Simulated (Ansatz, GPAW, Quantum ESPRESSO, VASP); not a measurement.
SrSi₂Ag₂ (P1, 5 atoms in the cell) computed with different codes at matched settings

Self-consistent single point, at a second geometry (lattice scaled by 0.98). First geometry:

```yaml
crystal:
  lattice:
    - [-2.19176, 2.19176, 5.25626]
    - [2.19176, -2.19176, 5.25626]
    - [2.19176, 2.19176, -5.25626]
  atoms:
    - { symbol: Sr, position: [0.99280, 0.00080, 0.99900] }
    - { symbol: Si, position: [0.62409, 0.61845, 0.01531] }
    - { symbol: Si, position: [0.39872, 0.39303, 0.01093] }
    - { symbol: Ag, position: [0.73510, 0.24204, 0.48545] }
    - { symbol: Ag, position: [0.24928, 0.74569, 0.48931] }
```

Shared settings, as Ansatz (a quantum-chemistry and plane-wave program) writes them: kpoints.mp_grid.grid = 4 4 6; scf.occupations.method = fermi_dirac; scf.occupations.width = 0.05 eV. Potentials and cutoffs stand in the table.

```tsv
code	model	ΔF from the first geometry (meV/atom)	pressure (GPa)	largest force (eV/Å)	cutoff
VASP	PBEsol, VASP's PBE PAW potentials (set 64)	0.5	2.59	0.449	300 eV
GPAW	PBEsol, GPAW PAW datasets PBEsol (made by gpaw-setup)	2.2	3.01	0.447	550 eV
Ansatz	PBEsol, PAW files made with PBE	-0.7	2.58	0.436	default
Quantum ESPRESSO	PBEsol, GBRV 1.5 ultrasoft (PBESOL) pseudopotentials	-0.2	1.98	0.429	40 Ry
```

For Quantum ESPRESSO (by 0.7 GPa) the energy change implies a higher mean pressure, against the two pressures, than for the other programs: a sign of finite-basis (Pulay) stress.

Size of the force on each atom (eV/Å): Sizes of forces hide their directions.

```
code                Sr1    Si2    Si3    Ag4    Ag5
----------------  -----  -----  -----  -----  -----
VASP              0.267  0.337  0.449  0.367  0.256
GPAW              0.267  0.340  0.447  0.371  0.259
Ansatz            0.264  0.335  0.436  0.365  0.254
Quantum ESPRESSO  0.266  0.348  0.429  0.366  0.258
```

The spread over the programs that give each value: ΔF from the first geometry within 2.9 meV/atom; pressure within 1.03 GPa; largest force within 0.020 eV/Å.

Ansatz's pressure is given at a fixed set of plane waves, as the other plane-wave codes print theirs; with its correction for the finite basis it is 2.62 GPa.

VASP's run is marked for a possible Pulay error in its stress at this cutoff; no cutoff test was made.

The starting cell comes from a database of computed structures (which also holds hypothetical and non-ambient phases and stackings), without a prior relaxation at this level. Its atoms were displaced at random from the sites of space group no. 139. For this run, on top of that: lattice scaled by 0.98.

Left out of this page: CP2K and SIESTA (not drawn, or without a comparable value).

Keys are those of Ansatz 0.2.
